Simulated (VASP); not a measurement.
Output of a VASP run:

OSZICAR:
```
       N       E                     dE             d eps       ncg     rms          rms(c)
DAV:   1    -0.676933815123E+03   -0.67693E+03   -0.82225E+00   320   0.800E+00    0.402E+00
DAV:   2    -0.676951169237E+03   -0.17354E-01   -0.11046E-01   344   0.817E-01    0.242E+00
DAV:   3    -0.676933293091E+03    0.17876E-01   -0.13135E-02   344   0.298E-01    0.132E+00
DAV:   4    -0.676928241095E+03    0.50520E-02   -0.44081E-03   352   0.176E-01    0.693E-01
DAV:   5    -0.676926882636E+03    0.13585E-02   -0.11000E-03   360   0.894E-02    0.369E-01
DAV:   6    -0.676926500516E+03    0.38212E-03   -0.26607E-04   352   0.453E-02    0.198E-01
DAV:   7    -0.676926390827E+03    0.10969E-03   -0.66174E-05   368   0.233E-02    0.106E-01
DAV:   8    -0.676926359145E+03    0.31683E-04   -0.15411E-05   216   0.120E-02    0.592E-02
DAV:   9    -0.676926350333E+03    0.88113E-05   -0.59246E-06   200   0.824E-03
   1 F= -.67692635E+03 E0= -.67692635E+03  d E =-.188617E-11
```

**OUTCAR**
```
------------------------ aborting loop because EDIFF is reached ----------------------------------------
  volume of cell :      365.00
      direct lattice vectors                 reciprocal lattice vectors
     7.146555159  0.000000000  0.000000000     0.139927556  0.000000000  0.000000000
     0.000000000  7.146555159  0.000000000     0.000000000  0.139927556  0.000000000
     0.000000000  0.000000000  7.146555159     0.000000000  0.000000000  0.139927556
 POSITION                                       TOTAL-FORCE (eV/Angst)
 -----------------------------------------------------------------------------------
      3.56292      0.00947      0.00954        -0.015829      0.015295      0.012819
      4.47621      0.88124      0.88149         0.042885     -0.021952     -0.030712
      5.35219      1.79494      0.00694        -0.015055      0.009272      0.022665
      6.26585      2.67072      0.88128         0.021867     -0.037349     -0.024943
      5.35223      0.00694      1.79499        -0.012609      0.021345      0.014148
      6.26606      0.88086      2.67096         0.015702     -0.012110     -0.039473
      7.14006      0.00746      0.00716        -0.005764     -0.000530      0.007694
      0.90062      0.88821      0.88815         0.008035     -0.012223     -0.010860
      1.78037      1.79425      0.00909        -0.003189      0.005649      0.010332
      2.68569      2.67718      0.88851         0.016653     -0.003065     -0.019127
      3.56688      3.58049      0.00765        -0.004056     -0.004270      0.011504
      4.46994      4.46158      0.88853         0.009889     -0.016634     -0.020205
      5.35319      5.36705      0.00924        -0.013248     -0.002690      0.007439
      6.25923      6.24684      0.88823         0.008802     -0.013752     -0.014795
      1.78056      0.00926      1.79424        -0.011130      0.005185      0.009615
      2.68569      0.88848      2.67750         0.018792     -0.017745     -0.013221
      3.56889      1.79792      1.79801        -0.042550      0.032296      0.033988
      4.50787      2.63907      2.63927         0.132332     -0.119788     -0.126944
      5.34936      3.57836      1.79771        -0.039939      0.034238      0.041967
      6.25880      4.46137      2.67713         0.012844     -0.017139     -0.006297
      3.56699      0.00752      3.58029        -0.010223      0.008172      0.006214
      4.46986      0.88819      4.46140         0.010432     -0.008318     -0.013324
      5.34908      1.79789      3.57854        -0.027894      0.030063      0.027433
      6.25872      2.67727      4.46139         0.010178     -0.011216     -0.015342
      5.35314      0.00913      5.36658        -0.014377      0.005865      0.013365
      6.25915      0.88817      6.24647         0.005255     -0.012363     -0.005840
      7.13765      3.58401      0.00935        -0.015601      0.020259      0.016019
      0.89439      4.45871      0.88127         0.016403     -0.004296     -0.004729
      1.77935      5.36779      0.00573        -0.004898      0.005886      0.007070
      2.68827      6.25277      0.88136         0.005597     -0.017177     -0.003025
      7.14007      1.79483      1.79501        -0.018784      0.011937      0.013031
      0.90006      2.67733      2.67748         0.009556     -0.003148     -0.001738
      1.77179      3.59094      1.78830        -0.010757      0.002295      0.012880
      2.66818      4.47865      2.64021        -0.010709      0.018750     -0.069141
      3.55596      5.37524      1.78834        -0.001421      0.011709      0.010485
      4.46967      6.24693      2.67738         0.001253     -0.010825     -0.000446
      7.13785      0.00910      3.58413        -0.019113      0.017726      0.024290
      0.89440      0.88105      4.45900         0.016732      0.001549     -0.014424
      1.77196      1.78835      3.59123        -0.020397      0.005967      0.000772
      2.66804      2.64016      4.47907        -0.002991     -0.059714     -0.000079
      4.50684      4.47894      4.47905         0.058670      0.004331     -0.001701
      5.35865      5.37492      3.59082        -0.004358      0.021823      0.013651
      6.26576      6.25242      4.45896         0.007490     -0.012043     -0.016718
      1.77939      0.00567      5.36772        -0.007374      0.001809      0.013279
      2.68823      0.88123      6.25273         0.009285     -0.001512     -0.017731
      3.55598      1.78837      5.37496        -0.002996      0.005462      0.026384
      4.46956      2.67732      6.24700         0.003270      0.003210     -0.010424
      5.35846      3.59105      5.37511         0.001481      0.003154      0.019433
      6.26581      4.45875      6.25265         0.002547     -0.006698     -0.011894
      7.13815      5.36667      1.79414        -0.008790      0.010600      0.008992
      0.89872      6.24848      2.67318         0.013172     -0.013544     -0.023503
      7.13956      3.58015      3.58017        -0.011273      0.009142      0.007249
      0.90302      4.45980      4.45984         0.008330     -0.009354     -0.009524
      1.77439      5.37277      3.57828        -0.025555      0.021778      0.035147
      2.68731      6.24396      4.45997         0.011481     -0.003268     -0.010953
      7.13792      1.79407      5.36652        -0.003070      0.012229      0.014077
      0.89850      2.67293      6.24859         0.015385     -0.012472     -0.018212
      1.77438      3.57842      5.37278        -0.026648      0.027330      0.029231
      2.68748      4.45989      6.24427         0.000652     -0.007103     -0.010533
      3.56893      5.37285      5.37299        -0.031285      0.026069      0.023751
      4.47420      6.24865      6.24874         0.017968     -0.011766     -0.016900
      7.14139      5.36759      5.36772        -0.003188      0.010702      0.011225
...
```
(Selected blocks of OUTCAR.)

File POSCAR:
```
BC63
1
    7.1465551590     0.0000000000     0.0000000000
    0.0000000000     7.1465551590     0.0000000000
    0.0000000000     0.0000000000     7.1465551590
C B
63 1
Direct
  0.4985501441   0.0013257424   0.0013345910
  0.6263454937   0.1233090738   0.1233448822
  0.7489183689   0.2511621104   0.0009709430
  0.8767654510   0.3737073572   0.1233154175
  0.7489241634   0.0009711235   0.2511692609
  0.8767947927   0.1232569623   0.3737413817
  0.9990915253   0.0010436246   0.0010025152
  0.1260217562   0.1242844020   0.1242760868
  0.2491228066   0.2510656409   0.0012718255
  0.3758021086   0.3746109595   0.1243273242
  0.4991053844   0.5010092613   0.0010711128
  0.6254678508   0.6242986652   0.1243293515
  0.7490591883   0.7509981033   0.0012923811
  0.8758389642   0.8741050320   0.1242874055
  0.2491496819   0.0012956861   0.2510633024
  0.3758021521   0.1243232132   0.3746559735
  0.4993860262   0.2515789629   0.2515909757
  0.6307745566   0.3692782029   0.3693069948
  0.7485229248   0.5007108414   0.2515495475
  0.8757784945   0.6242686440   0.3746035699
  0.4991199896   0.0010520166   0.5009817195
  0.6254564852   0.1242821479   0.6242729770
  0.7484835327   0.2515743899   0.5007370202
  0.8757675898   0.3746234467   0.6242718306
  0.7490521863   0.0012769854   0.7509328984
  0.8758276271   0.1242796697   0.8740534280
  0.9987545177   0.5015017223   0.0013079521
  0.1251494519   0.6238961855   0.1233139932
  0.2489796081   0.7511018310   0.0008013730
  0.3761636655   0.8749345430   0.1233263181
  0.9990932400   0.2511466752   0.2511711734
  0.1259430698   0.3746325125   0.3746534478
  0.2479219474   0.5024718088   0.2502318858
  0.3733517049   0.6266867511   0.3694382049
  0.4975771012   0.7521440019   0.2502382124
  0.6254300194   0.8741180714   0.3746396313
  0.9987819219   0.0012739817   0.5015179540
  0.1251507292   0.1232834344   0.6239362914
  0.2479460177   0.2502397597   0.5025122737
  0.3733325814   0.3694309563   0.6267448480
  0.6306314503   0.6267272825   0.6267419360
  0.7498229407   0.7520996357   0.5024551181
  0.8767518048   0.8748859540   0.6239319562
  0.2489853399   0.0007928691   0.7510917105
  0.3761567627   0.1233078380   0.8749295706
  0.4975797505   0.2502428274   0.7521045829
  0.6254150754   0.3746301830   0.8741276378
  0.7497956305   0.5024870362   0.7521262220
  0.8767590858   0.6239023816   0.8749176261
  0.9988242620   0.7509449653   0.2510495148
  0.1257553471   0.8743348355   0.3740509664
  0.9990205608   0.5009613258   0.5009650684
  0.1263579089   0.6240492078   0.6240544919
  0.2482860083   0.7517982760   0.5006997844
  0.3760293626   0.8737023466   0.6240730321
  0.9987914808   0.2510400980   0.7509238984
  0.1257249873   0.3740164197   0.8743500904
  0.2482851131   0.5007190694   0.7517999267
  0.3760529904   0.6240613293   0.8737448239
  0.4993915525   0.7518102891   0.7518300167
  0.6260641352   0.8743587592   0.8743707742
  0.9992779148   0.7510737031   0.7510925020
  0.1260386317   0.8740518814   0.8740732055
  0.4965350832   0.5035229861   0.5034762685
```

Q: Write an INCAR and KPOINTS that could have produced this output.

A: Several could match; the one computed here: the input of the run itself, HSE06 screened hybrid, plane waves, VASP's PBE PAW potentials (set 64).

File KPOINTS:
```
Regular mesh
0
gamma
1 1 1
0 0 0
```

INCAR:
```
SYSTEM=BC63
PREC=Normal; ENCUT=400; LREAL=Auto
LASPH=.TRUE.; ISYM=0; NELECT=254.0
EDIFF=1E-5; NELM=50; NELMIN=4
ALGO=Normal
ISMEAR=0; SIGMA=0.05
GGA=PE; LHFCALC=.TRUE.; AEXX=0.25
HFSCREEN=0.2; PRECFOCK=Fast
ISIF=0
LWAVE=.FALSE.; LCHARG=.FALSE.
```

POTCAR, in this order: C B (PBE.64 set). Program: vasp_gam. Read from the step before: WAVECAR.

The cell is charged, with a uniform compensating background. The supercell is sampled at Γ alone, which is coarse: total energies, pressure and levels can be off, energies of defects by several tenths of an eV.

The cell is a supercell with a defect, built from C (diamond): B_C, charge +1. The cell's shape comes from a PBE relaxation. The run is not spin-polarised, so no state with unpaired spins was tried.
